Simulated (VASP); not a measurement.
An input for Quantum ESPRESSO's pw.x (written as the equivalent of a VASP run, and not itself run):

```
&CONTROL
  calculation = 'scf'
  pseudo_dir = './pseudo'
  outdir = './out'
  tprnfor = .true.
  tstress = .true.
/
&SYSTEM
  ibrav = 0
  nat = 6
  ntyp = 2
  ecutwfc = 84
  occupations = 'tetrahedra'
  input_dft = 'pbesol'
/
&ELECTRONS
  conv_thr = 7.3e-09
  electron_maxstep = 100
/
ATOMIC_SPECIES
  Mg 24.305 Mg.upf
  Pt 195.084 Pt.upf
CELL_PARAMETERS angstrom
     4.8114110    0.0000000    0.0000000
    -2.4057055    4.1668039   -0.0000000
     0.0000000    0.0000000    4.5249684
ATOMIC_POSITIONS crystal
  Mg   0.0000000  0.0000000  0.0000000
  Pt   0.6590078  0.0000000  0.5000000
  Pt   0.3409922  0.3409922  0.5000000
  Pt   1.0000000  0.6590078  0.5000000
  Pt   0.6666670  0.3333330  0.0000000
  Pt   0.3333330  0.6666670  0.0000000
K_POINTS automatic
  8 8 8 0 0 0
```

Question: Write the VASP files for the same calculation (PBEsol).

Answer: This is not unique; one that fits is 
**KPOINTS**
```
Regular mesh
0
Gamma
  8 8 8
```

### POSCAR
```
MgPt5
1.0
  4.8114110155   0.0000000000   0.0000000000
 -2.4057055078   4.1668038875   0.0000000000
  0.0000000000   0.0000000000   4.5249684059
Mg Pt
1 5
Cart
  0.0000000000   0.0000000000   0.0000000000
  3.1707576168   0.0000000000   2.2624842030
  0.8203266994   1.4208474266   2.2624842030
  3.2260322071   2.7459564609   2.2624842030
  2.4057079134   1.3889332402   0.0000000000
 -0.0000024057   2.7778706473   0.0000000000
```

### INCAR
```
! general
SYSTEM  = MgPt5
PREC    = Accurate
ENCUT   = 400
LREAL   = .False.
LASPH   = .True.

! electronic loop
EDIFF   = 1E-7
NELM    = 100
ALGO    = Normal
LMAXMIX = 6   ! l cut-off of mixed one-centre charges

! smearing
ISMEAR  = -5   ! tetrahedra, Bloechl

! functional
GGA     = PS

! ions
ISIF    = 2

! output
LWAVE   = .False.
LCHARG  = .True.
LORBIT  = 11   ! lm-projected
NEDOS   = 601   ! DOS grid

! other
LEFG    = .True.
```

POTCAR, in this order: Mg Pt (PBE.64 set). Program: vasp_std.

Limits of the translation: the potentials are each code's own (VASP's PAW set, PseudoDojo norm-conserving files in pw.x), so ENCUT and ecutwfc are chosen apart and not converted; conv_thr bounds pw.x's estimated SCF error, while EDIFF bounds the energy change between steps; the field gradients of LEFG aren't asked of the other code.

The structure comes from a computed database's MgPt5 entry (P-62m); how it stands against other phases isn't given here. It was relaxed first.
